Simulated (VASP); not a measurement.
Set up this calculation in VASP 6.6.1, as the native input.

* Task: relaxation of cell and atoms
* Functional: r2SCAN
* Dispersion: rVV10
* Potentials or basis: VASP PAW PBE potentials, release 64 (Hf_pv, Re)
* Cutoff: 600 eV
* k mesh: 11 × 11 × 5
* Occupations: methfessel-paxton, width 0.1 eV
* Spin: no spin polarisation
* Further INCAR settings: ALGO = Normal; EDIFF = 1e-06; IBRION = 2; EDIFFG = -0.01; NSW = 40; ISIF = 3

The structure of HfRe lies in POSCAR:

```
HfRe
1.0
    2.8251975000      0.0000000000      0.0000000000
   -1.4125987500      2.4466928000      0.0000000000
    0.0000000000      0.0000000000      5.6430442500
Hf Re
1 1
Direct
    0.0000000000      0.0000000000      0.0000000000
    0.0000000000      0.0000000000      0.5000000000
```

The cell was built by a generator and needn't be a form met in nature.

The input as run:

INCAR

```
SYSTEM = HfRe
  PREC = Accurate
  ENCUT = 600
  EDIFF = 1E-6
  ISMEAR = 1
  SIGMA = 0.1
  LREAL = .FALSE.
  LASPH = .TRUE.
  NELM = 80
  ALGO = Normal
  ISIF = 3
  LWAVE = .FALSE.
  LCHARG = .FALSE.
  METAGGA = R2SCAN
  LMIXTAU = .TRUE.
  LUSE_VDW = .TRUE.
  IVDW_NL = 2
  BPARAM = 11.95
  CPARAM = 0.0093
  IBRION = 2
  NSW = 40
  EDIFFG = -0.01
```

KPOINTS

```
Automatic mesh
0
G
  11 11 5
  0 0 0
```

Potentials or basis: VASP PAW PBE potentials, release 64 (Hf_pv, Re).

Launch:

```bash
$ cat potpaw_PBE.64/Hf_pv/POTCAR potpaw_PBE.64/Re/POTCAR > POTCAR
$ mpirun -np 1 vasp_std > vasp.out
```

It gave:

```json
{
 "Relaxed volume": "18.30 Å³/atom",
 "Relaxed cell": "a = 2.816 Å, b = 2.816 Å, c = 5.329 Å, α = 90.00°, β = 90.00°, γ = 120.00°",
 "Space group after relaxing (to 0.05 Å)": "P6/mmm (No. 191)",
 "Energy gained by relaxing": "79.2 meV/atom",
 "Ionic steps": "10",
 "Pressure after relaxing": "0.0 GPa",
 "Band gap on the k mesh": "none (metal or under the smearing width)"
}
```

Caveat: the PAW data sets were made with another functional, which shifts forces and pressure a little.

It took 16 min on 1 thread of Intel(R) Xeon(R) Platinum 8488C (Sapphire Rapids), with other jobs on the host, peak memory 0.3 GiB.
